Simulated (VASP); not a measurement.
# Mg6VCd (Amm2) in VASP: band structure with LDA

Aim: the band structure of Mg6VCd with LDA.

Everything below comes from runs of VASP 6.6.1. Logs are shortened: lines on timing, memory, paths and dates and some standing lists are left out, and cuts for length are marked.

## 1. The undisturbed crystal

Symmetry: Amm2, No. 38, orthorhombic system. The conventional cell has a = 5.005 Å, b = 6.237 Å, c = 10.871 Å, α = 90.00°, β = 90.00°, γ = 90.00°. Cd (site symmetry mm2) has 10 Mg at 3.09 to 3.15 Å and 2 V at 3.12 Å as nearest neighbours. Around V (site symmetry mm2) lie 10 Mg at 3.05 to 3.14 Å and 2 Cd at 3.12 Å. Around Mg (site symmetry mm2) lie 2 Cd at 3.09 Å and 10 Mg at 3.09 to 3.14 Å. Around Mg (site symmetry mm2) lie 10 Mg at 3.03 to 3.24 Å and 2 V at 3.05 Å. Mg (site symmetry m) is surrounded by 8 Mg at 3.02 to 3.24 Å and 2 V at 3.05 Å and 2 Cd at 3.10 Å. Around Mg (site symmetry m) lie 8 Mg at 3.09 to 3.15 Å and 2 Cd at 3.11 to 3.15 Å and 2 V at 3.12 to 3.14 Å.

The cell comes from a database or a generator and needn't be the stable form of this composition.

## 2. Band structure, LDA, collinear spin, ferromagnetic start (volume scaled by 0.88)

The input, INCAR:

```
ALGO     = Normal         # electronic algorithm
EDIFF    = 1E-6           # SCF threshold, eV
ENCUT    = 500            # plane-wave cutoff, eV
GGA      = CA             # functional
ISIF     = 2              # what is computed and relaxed
ISMEAR   = 1              # smearing method
ISPIN    = 2              # spin polarisation
LASPH    = True           # aspherical terms in the spheres
LCHARG   = False          # write CHGCAR
LMAXMIX  = 4              # l up to which the mixer works
LORBIT   = 11             # projections on sites
LREAL    = False          # projectors in reciprocal space
LWAVE    = False          # write WAVECAR
MAGMOM   = 0 2 0 0 0 0 0 0 # initial moments
NELM     = 150            # most SCF steps
PREC     = Accurate       # precision mode
SIGMA    = 0.1            # smearing width, eV
```

The input, KPOINTS:

```
k-points
0
Gamma
  6 5 5
```

The input, POSCAR:

```
Mg6VCd
1.0
    4.7962218180      0.0000000000      0.0000000000
    0.0000000000      2.9886045339      5.2086749056
    0.0000000000     -2.9886045339      5.2086749056
Cd V Mg
1 1 6
Cartesian
    2.3981109090      0.0000000000      6.9356944094
    2.3981109090      0.0000000000      1.7418017231
    0.0000000000      0.0000000000      8.6789024747
    0.0000000000      0.0000000000      3.4146197558
    0.0000000000     -1.5432197460      6.1066921287
    0.0000000000      1.5432197460      6.1066921287
    2.3981109090     -1.4783730048      4.3424722688
    2.3981109090      1.4783730048      4.3424722688
```

The input, KPOINTS_OPT:

```
path GXSRAZGYX1A1TY,ZT
10
line-mode
reciprocal
 0.0000000000  0.0000000000  0.0000000000  G
 0.0000000000  0.3323042774 -0.3323042774  X

 0.0000000000  0.3323042774 -0.3323042774  X
 0.0000000000  0.0000000000 -0.5000000000  S

 0.0000000000  0.0000000000 -0.5000000000  S
-0.5000000000  0.0000000000 -0.5000000000  R

-0.5000000000  0.0000000000 -0.5000000000  R
-0.5000000000  0.3323042774 -0.3323042774  A

-0.5000000000  0.3323042774 -0.3323042774  A
-0.5000000000  0.0000000000  0.0000000000  Z

-0.5000000000  0.0000000000  0.0000000000  Z
 0.0000000000  0.0000000000  0.0000000000  G

 0.0000000000  0.0000000000  0.0000000000  G
 0.0000000000 -0.5000000000 -0.5000000000  Y

 0.0000000000 -0.5000000000 -0.5000000000  Y
 0.0000000000 -0.3323042774 -0.6676957226  X1

 0.0000000000 -0.3323042774 -0.6676957226  X1
-0.5000000000 -0.3323042774 -0.6676957226  A1

-0.5000000000 -0.3323042774 -0.6676957226  A1
-0.5000000000 -0.5000000000 -0.5000000000  T

-0.5000000000 -0.5000000000 -0.5000000000  T
 0.0000000000 -0.5000000000 -0.5000000000  Y

-0.5000000000  0.0000000000  0.0000000000  Z
-0.5000000000 -0.5000000000 -0.5000000000  T
```

Potentials or basis: VASP PAW LDA potentials, release 54 (Cd, V, Mg).

Launch:

```bash
> cat potpaw_LDA.54/Cd/POTCAR potpaw_LDA.54/V/POTCAR potpaw_LDA.54/Mg/POTCAR > POTCAR
> mpirun -np 1 vasp_std > vasp.out
```

OUTCAR:

```text
EDIFF = 1E-6
   ENCUT = 500
   GGA = CA
   ISIF = 2
   ISMEAR = 1
   ISPIN = 2
   LASPH = True
   LORBIT = 11
   LREAL = False
   NELM = 150
   PREC = Accurate

 ion  position               nearest neighbor table
   1  0.500  0.666  0.666-   3 2.96   3 2.96   6 2.97   5 2.97   5 2.97   6 2.97   8 2.99   7 2.99
                             2 2.99   2 2.99   7 3.02   8 3.02
   2  0.500  0.167  0.167-   4 2.92   4 2.92   6 2.92   5 2.92   5 2.92   6 2.92   1 2.99   1 2.99
                             8 2.99   7 2.99   8 3.01   7 3.01
   3  0.000  0.833  0.833-   1 2.96   1 2.96   8 2.97   7 2.97   7 2.97   8 2.97   4 2.99   4 2.99
                             5 3.00   6 3.00   6 3.01   5 3.01
   4  0.000  0.328  0.328-   5 2.90   6 2.90   2 2.92   2 2.92   8 2.97   7 2.97   7 2.97   8 2.97
                             3 2.99   3 2.99   6 3.10   5 3.10
   5  0.000  0.328  0.844-   6 2.89   4 2.90   2 2.92   2 2.92   1 2.97   1 2.97   7 2.98   7 2.98
                             3 3.00   3 3.01   6 3.09   4 3.10
   6  0.000  0.844  0.328-   5 2.89   4 2.90   2 2.92   2 2.92   1 2.97   1 2.97   8 2.98   8 2.98
                             3 3.00   3 3.01   5 3.09   4 3.10
   7  0.500  0.170  0.664-   8 2.96   3 2.97   3 2.97   4 2.97   4 2.97   5 2.98   5 2.98   1 2.99
                             2 2.99   2 3.01   1 3.02   8 3.02
   8  0.500  0.664  0.170-   7 2.96   3 2.97   3 2.97   4 2.97   4 2.97   6 2.98   6 2.98   1 2.99
                             2 2.99   2 3.01   1 3.02   7 3.02

  LATTYP: Found a base centered orthorhombic cell.
 ALAT       =     5.9772090678
 B/A-ratio  =     1.7428451461
 C/A-ratio  =     0.8024182798

  Lattice vectors:

 A1 = (   0.0000000000,   2.9886045339,  -5.2086749056)
 A2 = (   0.0000000000,   2.9886045339,   5.2086749056)
 A3 = (   4.7962218180,   0.0000000000,   0.0000000000)

Analysis of symmetry for initial positions (statically):
=====================================================================
 Subroutine PRICEL returns:
 Original cell was already a primitive cell.

 Routine SETGRP: Setting up the symmetry group for a
 base centered orthorhombic supercell.

 Subroutine GETGRP returns: Found  4 space group operations
 (whereof  4 operations were pure point group operations)
 out of a pool of  8 trial point group operations.

The static configuration has the point symmetry C_2v.

Analysis of symmetry for dynamics (positions and initial velocities):
=====================================================================
 Subroutine PRICEL returns:
 Original cell was already a primitive cell.

 Routine SETGRP: Setting up the symmetry group for a
 base centered orthorhombic supercell.

 Subroutine GETGRP returns: Found  4 space group operations
 (whereof  4 operations were pure point group operations)
 out of a pool of  8 trial point group operations.

The dynamic configuration has the point symmetry C_2v.

Analysis of structural, dynamic, and magnetic symmetry:
=====================================================================
 Subroutine PRICEL returns:
 Original cell was already a primitive cell.

 Routine SETGRP: Setting up the symmetry group for a
 base centered orthorhombic supercell.

 Subroutine GETGRP returns: Found  4 space group operations
 (whereof  4 operations were pure point group operations)
 out of a pool of  8 trial point group operations.

The overall configuration has the point symmetry C_2v.

 Subroutine INISYM returns: Found  4 space group operations
 (whereof  4 operations are pure point group operations),
 and found     1 'primitive' translations

----------------------------------------------------------------------------------------

                                     Primitive cell

  volume of cell :     149.3224

  direct lattice vectors                    reciprocal lattice vectors
     4.796221818  0.000000000  0.000000000     0.208497446  0.000000000  0.000000000
     0.000000000  2.988604534  5.208674906     0.000000000  0.167302162  0.095993705
     0.000000000 -2.988604534  5.208674906     0.000000000 -0.167302162  0.095993705
[... 77 lines left out ...]
 [... further k-points ...]
   k-points           NKPTS =     36   k-points in BZ     NKDIM =     36   number of bands    NBANDS=     20
   number of dos      NEDOS =    301   number of ions     NIONS =      8
   total plane-waves  NPLWV =  82944
   dimension x,y,z NGX =    36 NGY =   48 NGZ =   48
   dimension x,y,z NGXF=    72 NGYF=   96 NGZF=   96
   ions per type =               1   1   6
   NGX,Y,Z   is equivalent  to a cutoff of  12.48, 13.29, 13.29 a.u.
   NGXF,Y,Z  is equivalent  to a cutoff of  24.96, 26.58, 26.58 a.u.
 SYSTEM =  unknown system
   PREC   = accura    normal or accurate (medium, high low for compatibility)
   ISTART =      0    job   : 0-new  1-cont  2-samecut
   ICHARG =      2    charge: 1-file 2-atom 10-const
   ISPIN  =      2    spin polarized calculation?
   LNONCOLLINEAR =      F non collinear calculations
   LSORBIT =      F    spin-orbit coupling
   LASPH  =      T    aspherical Exc in radial PAW
   ENCUT  =  500.0 eV  36.75 Ry    6.06 a.u.   8.74 10.95 10.95*2*pi/ulx,y,z
   NELM   =    150;   NELMIN=  2; NELMDL= -5     # of ELM steps
   EDIFF  = 0.1E-05   stopping-criterion for ELM
   LREAL  =      F    real-space projection
   EDIFFG = 0.1E-04   stopping-criterion for IOM
   NSW    =      0    number of steps for IOM
   IBRION =     -1    ionic relax: 0-MD 1-quasi-New 2-CG
   NFREE  =      0    steps in history (QN), initial steepest desc. (CG)
   ISIF   =      2    stress and relaxation
   ISYM   =      2    0-nonsym 1-usesym 2-fastsym
   POTIM  = 0.5000    time-step for ionic-motion
   TEBEG  =    0.0;   TEEND  =   0.0 temperature during run
   PSTRESS=    0.0 pullay stress
   NELECT =      29.0000    total number of electrons
   NUPDOWN=      -1.0000    fix difference up-down
   EMIN   =  10.00;   EMAX   =-10.00  energy-range for DOS
   EFERMI =   0.00;   METHOD = LEGACY
   ISMEAR =     1;   SIGMA  =   0.10  broadening in eV -4-tet -1-fermi 0-gaus
   EFERMI_NEDOS =   21; number of points for ismear=-14 and -15
   IALGO  =     38    algorithm
   IMIX   =      4    mixing-type and parameters
     AMIX     =   0.40;   BMIX     =  1.00
     AMIX_MAG =   1.60;   BMIX_MAG =  1.00
  volume/ion in A,a.u.               =      18.67       125.96
  Fermi-wavevector in a.u.,A,eV,Ry     =   0.948053  1.791560 12.228972  0.898804
  Thomas-Fermi vector in A             =   2.076205
   LORBIT       =     11    0 simple, 1 ext, 2 COOP (PROOUT), +10 PAW based schemes
   GGA     = CA    functional components
   LHFCALC =     F    Hartree Fock is set to
   AEXX    =    0.0000 exact exchange contribution
   IVDW    =     0    specifies the selected vdW correction
   LEPSILON=     F    determine dielectric tensor
   LRPA    =     F    only Hartree local field effects (RPA)
 spin polarized calculation
 Methfessel and Paxton  Order N= 1 SIGMA  =   0.10
  energy-cutoff  :      500.00
  volume of cell :      149.32
 maximum number of plane-waves:      3808
 NGX is ok and might be reduce to    36
   NGX = 17   NGY = 21   NGZ = 21

 number of electron      28.9999999 magnetization      -0.0049033

 number of electron      28.9999999 magnetization       0.0078818

 Free energy of the ion-electron system (eV)
  ---------------------------------------------------
  ext. energy  EPLUGINS =         0.00000000
  ---------------------------------------------------
  free energy    TOTEN  =       -21.02409856 eV

  energy without entropy =      -21.02654210  energy(sigma->0) =      -21.02491308

 E-fermi :   3.4365     XC(G=0):  -9.9348

 val. band max:        3.4317489829   @ k =   0.5000   0.2000   0.2000
 cond. band min:       3.4546386049   @ k =   0.3333  -0.4000   0.4000
 fundamental gap:      0.0228896220
 Fermi energy:         3.4365332837

 spin component 1

 k-point     1 :       0.0000    0.0000    0.0000
  band No.  band energies     occupation
      1      -5.4691      1.00000
      2      -5.3670      1.00000
      3      -5.3220      1.00000
      4      -5.3092      1.00000
      5      -5.2735      1.00000
      6      -4.2989      1.00000
[... 541 lines left out ...]
     19       5.5571      0.00000
     20       6.3774      0.00000

 [... further k-points ...]

 spin component 2

 k-point     1 :       0.0000    0.0000    0.0000
  band No.  band energies     occupation
      1      -5.4691      1.00000
      2      -5.3671      1.00000
      3      -5.3220      1.00000
      4      -5.3093      1.00000
      5      -5.2735      1.00000
      6      -4.2988      1.00000
[... 541 lines left out ...]
     19       5.5586      0.00000
     20       6.3788      0.00000

 [... further k-points ...]
[... 5 lines left out ...]
  --------------------------------------------------------------------------------------
  -------------------------------------------------------------------------------------
  Total       -0.4580913      1.5021997      1.4159124      0.0000000      0.0000000      0.0000000
  in kB       -4.9151603     16.1180793     15.1922467      0.0000000      0.0000000      0.0000000
  external PRESSURE =       8.7983886 kB  Pullay stress =       0.0000000 kB

 VOLUME and BASIS-vectors are now :
 -----------------------------------------------------------------------------
  energy-cutoff  :      500.00
  volume of cell :      149.32
      direct lattice vectors                 reciprocal lattice vectors
     4.796221818  0.000000000  0.000000000     0.208497446  0.000000000  0.000000000
     0.000000000  2.988604534  5.208674906     0.000000000  0.167302162  0.095993705
     0.000000000 -2.988604534  5.208674906     0.000000000 -0.167302162  0.095993705

 POSITION                                       TOTAL-FORCE (eV/Angst)
 -----------------------------------------------------------------------------------
      2.39811      0.00000      6.93569         0.000000      0.000000      0.013742
      2.39811      0.00000      1.74180         0.000000      0.000000      0.064158
      0.00000      0.00000      8.67890         0.000000      0.000000     -0.082103
      0.00000      0.00000      3.41462         0.000000      0.000000     -0.187217
      0.00000     -1.54322      6.10669         0.000000     -0.078618      0.071637
      0.00000      1.54322      6.10669         0.000000      0.078618      0.071637
      2.39811     -1.47837      4.34247         0.000000     -0.016417      0.024073
      2.39811      1.47837      4.34247         0.000000      0.016417      0.024073
 -----------------------------------------------------------------------------------
    total drift:                                0.000000      0.000000     -0.000513

  FREE ENERGIE OF THE ION-ELECTRON SYSTEM (eV)
  ---------------------------------------------------
  free  energy   TOTEN  =       -21.0240985610 eV

  energy  without entropy=      -21.0265421032  energy(sigma->0) =      -21.02491308

 total charge

# of ion       s       p       d       tot
------------------------------------------
    1        0.578   0.433   9.418  10.430
    2        0.399   0.374   3.356   4.129
    3        0.223   0.155   0.020   0.397
    4        0.238   0.172   0.018   0.428
    5        0.227   0.166   0.020   0.413
    6        0.227   0.166   0.020   0.413
    7        0.220   0.170   0.018   0.408
    8        0.220   0.170   0.018   0.408
--------------------------------------------------
tot          2.331   1.807  12.889  17.027

 magnetization (x)

# of ion       s       p       d       tot
------------------------------------------
    1       -0.000  -0.000   0.000  -0.000
    2        0.000   0.000   0.010   0.010
    3        0.000  -0.000  -0.000  -0.000
    4       -0.000  -0.000   0.000  -0.000
    5       -0.000  -0.000   0.000  -0.000
    6       -0.000  -0.000   0.000  -0.000
    7       -0.000  -0.000  -0.000  -0.000
    8       -0.000  -0.000  -0.000  -0.000
--------------------------------------------------
tot         -0.000  -0.000   0.010   0.009
```

It took 11 min on 1 thread of Intel Xeon Platinum 8259CL at 2.50GHz (Skylake/Cascade Lake), shared host; peak memory 0.46 GiB.

What came out:

```
Free energy                                           : -21.0241 eV
Pressure                                              : 0.9 GPa
Largest force                                         : 0.187 eV/Å
Band gap along the path                               : none (metal or under the smearing width)
Net moment                                            : 0.01 μB per cell
Valence electrons inside the program's atomic spheres : Cd 10.43; V 4.13; Mg 0.40, 0.43, 0.41
```

Forces on the atoms (eV/Å):
```
Cd   0.000  0.000  0.014
V    0.000  0.000  0.064
Mg   0.000  0.000 -0.082
Mg   0.000  0.000 -0.187
Mg   0.000 -0.079  0.072
Mg   0.000  0.079  0.072
Mg   0.000 -0.016  0.024
Mg   0.000  0.016  0.024
```

Stress tensor (GPa, compression positive):
```
-0.49  0.00  0.00
 0.00  1.61  0.00
 0.00  0.00  1.52
```

Levels at the corners of the path, in eV from the Fermi level:
Spin up:
```csv
point,band 12,band 13,band 14,band 15,band 16,band 17
Γ,-1.84,-1.53,-0.60,-0.14,-0.01,0.78
X,-0.83,-0.71,0.12,0.73,0.84,0.98
X,-0.83,-0.71,0.12,0.73,0.84,0.98
S,-0.50,-0.30,0.19,0.26,0.56,1.23
S,-0.50,-0.30,0.19,0.26,0.56,1.23
R,-1.69,-1.67,-0.27,0.07,0.23,0.55
R,-1.69,-1.67,-0.27,0.07,0.23,0.55
A,-0.44,-0.17,-0.17,0.05,0.09,0.39
A,-0.44,-0.17,-0.17,0.05,0.09,0.39
Z,-1.02,-0.85,-0.81,-0.78,-0.55,-0.41
Z,-1.02,-0.85,-0.81,-0.78,-0.55,-0.41
Γ,-1.84,-1.53,-0.60,-0.14,-0.01,0.78
Γ,-1.84,-1.53,-0.60,-0.14,-0.01,0.78
Y,-0.26,-0.20,-0.11,0.41,0.61,1.43
Y,-0.26,-0.20,-0.11,0.41,0.61,1.43
X1,-0.83,-0.71,0.12,0.73,0.84,0.98
X1,-0.83,-0.71,0.12,0.73,0.84,0.98
A1,-0.44,-0.17,-0.17,0.05,0.09,0.39
A1,-0.44,-0.17,-0.17,0.05,0.09,0.39
T,-1.87,-1.64,-0.01,0.08,0.28,0.59
T,-1.87,-1.64,-0.01,0.08,0.28,0.59
Y,-0.26,-0.20,-0.11,0.41,0.61,1.43
Z,-1.02,-0.85,-0.81,-0.78,-0.55,-0.41
T,-1.87,-1.64,-0.01,0.08,0.28,0.59
```
Spin down:
```
point  band 12  band 13  band 14  band 15  band 16  band 17
    Γ    -1.84    -1.53    -0.59    -0.14    -0.01     0.78
    X    -0.83    -0.71     0.12     0.73     0.84     0.98
    X    -0.83    -0.71     0.12     0.73     0.84     0.98
    S    -0.50    -0.30     0.19     0.26     0.56     1.23
    S    -0.50    -0.30     0.19     0.26     0.56     1.23
    R    -1.69    -1.67    -0.27     0.07     0.24     0.55
    R    -1.69    -1.67    -0.27     0.07     0.24     0.55
    A    -0.44    -0.17    -0.17     0.05     0.09     0.39
    A    -0.44    -0.17    -0.17     0.05     0.09     0.39
    Z    -1.02    -0.85    -0.81    -0.78    -0.55    -0.41
    Z    -1.02    -0.85    -0.81    -0.78    -0.55    -0.41
    Γ    -1.84    -1.53    -0.59    -0.14    -0.01     0.78
    Γ    -1.84    -1.53    -0.59    -0.14    -0.01     0.78
    Y    -0.26    -0.20    -0.11     0.41     0.61     1.43
    Y    -0.26    -0.20    -0.11     0.41     0.61     1.43
   X1    -0.83    -0.71     0.12     0.73     0.84     0.98
   X1    -0.83    -0.71     0.12     0.73     0.84     0.98
   A1    -0.44    -0.17    -0.17     0.05     0.09     0.39
   A1    -0.44    -0.17    -0.17     0.05     0.09     0.39
    T    -1.87    -1.64    -0.01     0.08     0.28     0.59
    T    -1.87    -1.64    -0.01     0.08     0.28     0.59
    Y    -0.26    -0.20    -0.11     0.41     0.61     1.43
    Z    -1.02    -0.85    -0.81    -0.78    -0.55    -0.41
    T    -1.87    -1.64    -0.01     0.08     0.28     0.59
```

## 3. The reference run

An earlier run on the cell as given: functional PBE; potentials or basis VASP PAW PBE potentials, release 64 (Cd, V_sv, Mg); cutoff 520 eV; k mesh 6 × 5 × 5; occupations fermi-dirac, width 0.05 eV; collinear spin, ferromagnetic start; starting moments [0.0, 2.0, 0.0, 0.0, 0.0, 0.0, 0.0, 0.0] μB.

* Pressure: 0.0 GPa
* Largest force: 0.024 eV/Å
* Band gap on the k mesh: none (metal or under the smearing width)
* Net moment: 3.27 μB per cell
* Site moments: Cd -0.01; V +2.61; Mg +0.01, +0.00, -0.01 μB
* Valence electrons inside the program's atomic spheres: Cd 10.34; V 11.32; Mg 0.36, 0.37
